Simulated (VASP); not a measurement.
Method: r2SCAN meta-GGA, VASP's PBE PAW potentials (set 64) (plane waves; VASP).

VASP input:

File KPOINTS:
```
Automatic mesh
0
Gamma
13 13 13
0 0 0
```

File POSCAR:
```
TiAl
1
    3.1698665495     0.0000000000    -0.0000000000
   -0.0000000000     3.1698665495    -0.0000000000
    0.0000000000     0.0000000000     3.1698665495
Ti Al
1 1
Direct
  0.0000000000   0.0000000000   0.0000000000
  0.5000000000   0.5000000000   0.5000000000
```

**INCAR**
```
LWAVE = .False.
LMIXTAU = .True.
ENCUT = 400   # plane-wave cut-off (eV)
LASPH = .True.   # aspherical one-centre terms
LREAL = .False.
SYSTEM = TiAl
EDIFF = 1E-7
ALGO = Normal   # blocked Davidson
LORBIT = 11   # lm-projected
ISIF = 2   # forces and stress, cell fixed
LMAXMIX = 4
LCHARG = .False.
NEDOS = 601   # DOS grid
NELM = 100
ISMEAR = -5   # tetrahedra, Bloechl
PREC = Accurate
METAGGA = R2SCAN
```

File KPOINTS_OPT:
```
k-points along high-symmetry lines
10
Line-mode
Reciprocal
  0.000000   0.000000   0.000000 ! GAMMA
  0.000000   0.500000   0.000000 ! X

  0.000000   0.500000   0.000000 ! X
  0.500000   0.500000   0.000000 ! M

  0.500000   0.500000   0.000000 ! M
  0.000000   0.000000   0.000000 ! GAMMA

  0.000000   0.000000   0.000000 ! GAMMA
  0.500000   0.500000   0.500000 ! R

  0.500000   0.500000   0.500000 ! R
  0.000000   0.500000   0.000000 ! X

  0.500000   0.500000   0.500000 ! R
  0.500000   0.500000   0.000000 ! M
```

POTCAR, in this order: Ti_sv Al (PBE.64 set). Program: vasp_std.

The run wrote:

**OSZICAR**
```
       N       E                     dE             d eps       ncg     rms          rms(c)
DAV:   1     0.713628627661E+02    0.71363E+02   -0.67212E+03  1848   0.120E+03
DAV:   2    -0.193394668663E+02   -0.90702E+02   -0.88383E+02  1899   0.317E+02
DAV:   3    -0.247375840673E+02   -0.53981E+01   -0.51404E+01  2827   0.763E+01
DAV:   4    -0.249487673302E+02   -0.21118E+00   -0.20859E+00  2392   0.127E+01
DAV:   5    -0.249573332379E+02   -0.85659E-02   -0.85975E-02  2771   0.220E+00    0.115E+01
DAV:   6    -0.204594992534E+02    0.44978E+01   -0.15935E+01  2529   0.575E+01    0.293E+00
DAV:   7    -0.202011339386E+02    0.25837E+00   -0.15490E+00  2219   0.166E+01    0.184E+00
DAV:   8    -0.200695556740E+02    0.13158E+00   -0.62824E-01  2019   0.921E+00    0.947E-01
DAV:   9    -0.202922109397E+02   -0.22266E+00   -0.16752E-01  1907   0.494E+00    0.430E-01
DAV:  10    -0.203051098103E+02   -0.12899E-01   -0.47509E-02  2238   0.305E+00    0.144E-01
DAV:  11    -0.203046732821E+02    0.43653E-03   -0.61882E-03  1974   0.126E+00    0.139E-01
DAV:  12    -0.203047494911E+02   -0.76209E-04   -0.72700E-03  1999   0.123E+00    0.454E-02
DAV:  13    -0.203044612846E+02    0.28821E-03   -0.44386E-04  2170   0.283E-01    0.197E-02
DAV:  14    -0.203047435008E+02   -0.28222E-03   -0.46383E-04  1881   0.226E-01    0.175E-02
DAV:  15    -0.203046694397E+02    0.74061E-04   -0.70397E-05  2572   0.971E-02    0.101E-02
DAV:  16    -0.203046918963E+02   -0.22457E-04   -0.86259E-06  2093   0.338E-02    0.556E-03
DAV:  17    -0.203046841295E+02    0.77668E-05   -0.29393E-06  2044   0.189E-02    0.397E-03
DAV:  18    -0.203046942326E+02   -0.10103E-04   -0.85296E-07  2563   0.122E-02    0.208E-03
DAV:  19    -0.203046939054E+02    0.32727E-06   -0.12054E-07  1360   0.385E-03    0.792E-04
DAV:  20    -0.203046938037E+02    0.10163E-06   -0.19402E-08   960   0.159E-03    0.323E-04
DAV:  21    -0.203046927222E+02    0.10816E-05   -0.13902E-08   942   0.123E-03    0.757E-05
DAV:  22    -0.203046926425E+02    0.79667E-07   -0.42028E-09   933   0.724E-04
   1 F= -.20304693E+02 E0= -.20304693E+02  d E =0.000000E+00
       N       E                     dE             ncg
```

OUTCAR:
```
------------------------ aborting loop because EDIFF is reached ----------------------------------------
  FORCE on cell =-STRESS in cart. coord.  units (eV):
  Direction    XX          YY          ZZ          XY          YZ          ZX
  --------------------------------------------------------------------------------------
  Total        0.0016106      0.0016106      0.0016106     -0.0000000     -0.0000000      0.0000000
  in kB        0.0810191      0.0810191      0.0810191     -0.0000000     -0.0000000      0.0000000
  external PRESSURE =       0.0810191 kB  Pullay stress =       0.0000000 kB
  volume of cell :       31.85
      direct lattice vectors                 reciprocal lattice vectors
     3.169866550  0.000000000  0.000000000     0.315470694  0.000000000  0.000000000
     0.000000000  3.169866550  0.000000000     0.000000000  0.315470694  0.000000000
     0.000000000  0.000000000  3.169866550     0.000000000  0.000000000  0.315470694
 POSITION                                       TOTAL-FORCE (eV/Angst)
 -----------------------------------------------------------------------------------
      0.00000      0.00000      0.00000         0.000000      0.000000      0.000000
      1.58493      1.58493      1.58493         0.000000      0.000000      0.000000
 -----------------------------------------------------------------------------------
    total drift:                                0.000000      0.000000      0.000000
  FREE ENERGIE OF THE ION-ELECTRON SYSTEM (eV)
  ---------------------------------------------------
  free  energy   TOTEN  =       -20.3046926425 eV

  energy  without entropy=      -20.3046926425  energy(sigma->0) =      -20.30469264

 total charge

# of ion       s       p       d       tot
------------------------------------------
    1        2.186   6.134   1.934  10.253
    2        0.422   0.421   0.000   0.842
--------------------------------------------------
tot          2.607   6.554   1.934  11.096
```
(Selected blocks of OUTCAR.)

File OUTCAR:
```
 val. band max:        8.9618820459   @ k =   0.4615   0.2308   0.2308

 cond. band min:       8.9464458291   @ k =   0.3077   0.3077   0.3077


 Fermi energy:         8.9476874546

 k-point     1 :       0.0000    0.0000    0.0000
  band No.  band energies     occupation
      1     -50.3146      2.00000
      2     -25.4767      2.00000
      3     -25.4767      2.00000
      4     -25.4767      2.00000
      5      -0.9657      2.00000
      6       7.2859      2.00000
      7       7.2859      2.00000
      8      11.0069      0.00000
      9      11.0069      0.00000
     10      11.0069      0.00000
     11      13.5924      0.00000

 k-point     2 :       0.0769    0.0000    0.0000
  band No.  band energies     occupation
      1     -50.3137      2.00000
      2     -25.4878      2.00000
      3     -25.4758      2.00000
      4     -25.4758      2.00000
      5      -0.8660      2.00000
      6       7.2314      2.00000
      7       7.3324      2.00000
      8      10.8244      0.00000
      9      10.8244      0.00000
     10      11.0188      0.00000
     11      13.1743      0.00000

 k-point     3 :       0.1538    0.0000    0.0000
  band No.  band energies     occupation
      1     -50.3109      2.00000
      2     -25.5182      2.00000
      3     -25.4732      2.00000
      4     -25.4732      2.00000
      5      -0.5694      2.00000
      6       7.0036      2.00000
      7       7.4658      2.00000
      8      10.4258      0.00000
      9      10.4258      0.00000
     10      11.0524      0.00000
     11      12.4180      0.00000

 k-point     4 :       0.2308    0.0000    0.0000
  band No.  band energies     occupation
      1     -50.3070      2.00000
      2     -25.5610      2.00000
      3     -25.4695      2.00000
      4     -25.4695      2.00000
      5      -0.0864      2.00000
      6       6.4720      2.00000
      7       7.6670      2.00000
      8       9.9987      0.00000
      9       9.9987      0.00000
...
```

For a metal the tetrahedron method with Blöchl corrections gives inexact stress and forces.

The structure comes from a computed database's TiAl entry (Pm-3m); how it stands against other phases isn't given here. It was relaxed first. The electron count is odd and the run is not spin-polarised, which forces a metal.
